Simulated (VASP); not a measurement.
Consider the following.

```yaml
crystal:
  lattice:
    - [3.54183, 0.00000, 0.00000]
    - [0.00000, 3.54183, 0.00000]
    - [0.00000, 0.00000, 3.54183]
  atoms:
    - { symbol: Fe, position: [0.00000, 0.00000, 0.00000], spin: 3.0 }
    - { symbol: Ni, position: [0.00000, 0.50000, 0.50000], spin: 0.5 }
    - { symbol: Ni, position: [0.50000, 0.00000, 0.50000], spin: 0.5 }
    - { symbol: Ni, position: [0.50000, 0.50000, 0.00000], spin: 0.5 }
```

Computed with PBE GGA, VASP's PBE PAW potentials (set 64) (plane waves; VASP). Run with 300 eV cut-off, 9×9×9 Γ-centred mesh, Gaussian smearing of 0.10 eV, potentials Fe Ni.

### Question
Give the spin-up energies of bands 11 to 24 at the high-symmetry points, in eV from the Fermi level.

### Answer

```
band      Γ      X      M      R
----  -----  -----  -----  -----
11    -1.68  -2.61  -2.91  -2.58
12    -1.68  -2.05  -2.91  -2.58
13    -0.85  -1.93  -2.75  -0.94
14    -0.85  -1.93  -1.92  -0.94
15    -0.81  -1.70  -1.82  -0.84
16    -0.72  -1.70  -1.82  -0.84
17    -0.72  -1.60  -1.72  -0.84
18    -0.72  -1.54  -1.72  -0.80
19    -0.63  -1.43  -1.52  -0.80
20    -0.63  -1.05  -1.49  -0.80
21    -0.63  -0.72   0.73  -0.52
22     2.23  -0.63   0.73  -0.52
23     2.23   7.49   0.77  -0.52
24     2.23   7.49   0.79  -0.39
```

### Question
Give the spin-down energies of bands 11 to 24 at the high-symmetry points, in eV from the Fermi level.

### Answer

```json
[
 {"band": "11", "Γ": "-0.59", "X": "-1.47", "M": "-2.10", "R": "-1.42"},
 {"band": "12", "Γ": "-0.59", "X": "-1.23", "M": "-1.70", "R": "-1.42"},
 {"band": "13", "Γ": "-0.02", "X": "-0.96", "M": "-1.23", "R": "-0.52"},
 {"band": "14", "Γ": "0.27", "X": "-0.96", "M": "-1.23", "R": "-0.49"},
 {"band": "15", "Γ": "0.27", "X": "-0.87", "M": "-1.21", "R": "-0.49"},
 {"band": "16", "Γ": "0.27", "X": "-0.42", "M": "-0.81", "R": "-0.49"},
 {"band": "17", "Γ": "0.98", "X": "-0.14", "M": "-0.68", "R": "0.05"},
 {"band": "18", "Γ": "0.98", "X": "-0.14", "M": "0.15", "R": "0.05"},
 {"band": "19", "Γ": "1.24", "X": "0.27", "M": "0.15", "R": "0.05"},
 {"band": "20", "Γ": "1.24", "X": "0.50", "M": "0.38", "R": "0.78"},
 {"band": "21", "Γ": "1.24", "X": "0.60", "M": "1.39", "R": "0.78"},
 {"band": "22", "Γ": "2.26", "X": "1.21", "M": "1.39", "R": "0.78"},
 {"band": "23", "Γ": "2.26", "X": "7.85", "M": "2.32", "R": "1.11"},
 {"band": "24", "Γ": "2.26", "X": "7.87", "M": "2.40", "R": "1.11"}
]
```

It has no gap at this level: it comes out as a metal or semimetal.

The structure is a typed Ni3Fe crystal. The cell was not relaxed at this level.
